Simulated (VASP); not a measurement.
These are PBE GGA + U (Dudarev), VASP's PBE PAW potentials (set 64) (plane waves; VASP 6.6.1) values and carry that method's errors.

A VASP calculation is set up with these files.

### INCAR
```
# general
SYSTEM     =  ZnCr3C
PREC       =  Accurate
ENCUT      =  520   # plane-wave cut-off (eV)
LREAL      =  F   # projection in real space or not
LASPH      =  T   # aspherical one-centre terms

# electronic loop
EDIFF      =  1E-6
NELM       =  100   # most electronic steps
ALGO       =  Normal   # blocked Davidson
LMAXMIX    =  4

# smearing
ISMEAR     =  0
SIGMA      =  0.05   # width (eV)

# functional
GGA        =  PE   # PBE

# spin
ISPIN      =  2
MAGMOM     =  2*0.0 3*3.0

# DFT+U
LDAU       =  T
LDAUTYPE   =  2   # Dudarev
LDAUL      =  2 -1 2
LDAUU      =  1.0 0 1.0
LDAUJ      =  0 0 0
LDAUPRINT  =  1

# ions
ISIF       =  2

# output
LWAVE      =  F
LCHARG     =  F
LORBIT     =  10
```

### POSCAR
```
ZnCr3C
1
    3.9941610000     0.0000000000     0.0000000000
    0.0000000000     3.9941610000     0.0000000000
    0.0000000000     0.0000000000     3.9941610000
Zn C Cr
1 1 3
Direct
  0.0000000000   0.0000000000   0.0000000000
  0.5000000000   0.5000000000   0.5000000000
  0.0000000000   0.5000000000   0.5000000000
  0.5000000000   0.5000000000   0.0000000000
  0.5000000000   0.0000000000   0.5000000000
```

**KPOINTS**
```
Automatic mesh
0
Gamma
5 5 5
0 0 0
```

POTCAR, in this order: Zn C Cr_pv (PBE.64 set). Program: vasp_std.

**Question.** What will the output report for the number of irreducible k-points (NKPTS), number of bands (NBANDS), largest plane-wave count, number of space-group operations, FFT grid (NGX, NGY, NGZ)?

**Answer.** 
| Item | Value |
|---|---|
| number of irreducible k-points (NKPTS) | 10 |
| number of bands (NBANDS) | 36 |
| largest plane-wave count | 1743 |
| number of space-group operations | 48 |
| FFT grid (NGX, NGY, NGZ) | 30 × 30 × 30 |

The structure was generated: ZnCr3C was put into the cubic-perovskite type (Pm-3m), which need not be its known phase. The cell was not relaxed at this level. The k-mesh is coarse (spacing up to 0.31 per Å, 2π included), so the numbers may not be converged in it. The run is one of a series of settings (LDAU = .TRUE., LDAUJ = 0 0 0, LDAUL = 2 -1 2, LDAUTYPE = 2, LDAUU = 1.0 0 1.0 against the base run), some of them coarse on purpose.
